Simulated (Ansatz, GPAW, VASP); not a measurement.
LaCu₂Ge₂ (I4/mmm, 5 atoms in the cell) computed with different codes at matched settings

Self-consistent single point.

```
La(CuGe)2
1.0
   -2.11040     2.11040     5.06618
    2.11040    -2.11040     5.06618
    2.11040     2.11040    -5.06618
La Cu Ge
1 2 2
Cartesian
  0.00000   0.00000   0.00000
  2.11040   0.00000   2.53309
  0.00000   2.11039   2.53309
  0.00000   0.00000   6.34346
  0.00000   0.00000   3.78889
```

All programs got the same cell, k-point mesh and kind of occupations (in Ansatz's words: kpoints.mp_grid.grid = 7 7 7; scf.occupations.method = gaussian; scf.occupations.width = 0.0037 Ry); potentials, basis and cutoffs are each program's usual ones.

```json
[
 {"code": "Ansatz", "model": "LDA (PW92), PAW files made with PBE", "pressure (GPa)": "-5.68", "largest force (eV/Å)": "0.149", "cutoff": "30.9 Ry"},
 {"code": "GPAW", "model": "LDA (Perdew-Wang 92), GPAW PAW datasets LDA (gpaw-data 1.0.1)", "pressure (GPa)": "-5.48", "largest force (eV/Å)": "0.123", "cutoff": "800 eV"},
 {"code": "VASP", "model": "LDA (PZ), VASP's LDA PAW potentials (set 64)", "pressure (GPa)": "-6.89", "largest force (eV/Å)": "0.108", "cutoff": "300 eV"}
]
```

The spread over the programs that give each value: pressure within 1.41 GPa; largest force within 0.041 eV/Å.

The starting cell comes from a database of computed structures (which also holds hypothetical and non-ambient phases and stackings), without a prior relaxation at this level. On Ansatz's run: Spin polarisation is off. In the base run, with a pressure of about -6 GPa the cell is away from its equilibrium volume at this level.

### Question
Why do the programs differ, and what cannot be compared?

### Answer
Differences of this kind can come from the potentials, where these differ, and from what each basis and cutoff leave unconverged. The valence holds different numbers of electrons (Ansatz (a first-principles code) 77, GPAW 41, VASP 61). The zero of total energies and Fermi levels follows the potentials and each program's conventions, so they are not compared here. Ansatz's pressure is given at a fixed set of plane waves, as the other plane-wave codes print theirs; with its correction for the finite basis it is -5.64 GPa. Ansatz's smearing width was typed in Ry to four decimals, so it matches the others to a few per cent. The same LDA comes in different parametrisations, which differ slightly. In the pressure, VASP (by 1.21) lies more than 1 GPa from the median of the plane-wave programs.

VASP's run is marked for a possible Pulay error in its stress at this cutoff; no cutoff test was made.

Left out of this page: Quantum ESPRESSO, ABINIT, Elk and FLEUR (not drawn, or without a comparable value).

Keys are those of Ansatz 0.2.
